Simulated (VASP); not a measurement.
Input of a VASP 6.6.1 run:

File INCAR:

```
PREC = Accurate
ENCUT = 300
EDIFF = 1E-7
ISMEAR = 0
SIGMA = 0.01
LREAL = F
LASPH = T
NELM = 80
ALGO = Fast
ISIF = 2
LWAVE = F
LCHARG = F
GGA = PS
IBRION = 2
NSW = 60
EDIFFG = -0.02
```

The input KPOINTS:

```
Automatic mesh
0
Gamma
  1 1 1
```

Contents of POSCAR:

```
GeH4
1.0
    9.0000000000      0.0000000000      0.0000000000
    0.0000000000      9.6000000000      0.0000000000
    0.0000000000      0.0000000000     10.2000000000
Ge H
1 4
Direct
    0.5000000000      0.5000000000      0.5000000000
    0.5981495500      0.5920152000      0.5866025400
    0.5981495500      0.4079848000      0.4133974600
    0.4018504500      0.5920152000      0.4133974600
    0.4018504500      0.4079848000      0.5866025400
```

Potentials or basis: VASP PAW PBE potentials, release 64 (Ge, H).

Launch:

```console
$ cat potpaw_PBE.64/Ge/POTCAR potpaw_PBE.64/H/POTCAR > POTCAR
$ mpirun -np 1 vasp_gam > vasp.out
```

(1) Predict the energy gained by relaxing.

(2) What does it give for the gap between the frontier levels?

Results:

(1) 1.4 meV/atom.

(2) 7.23 eV.
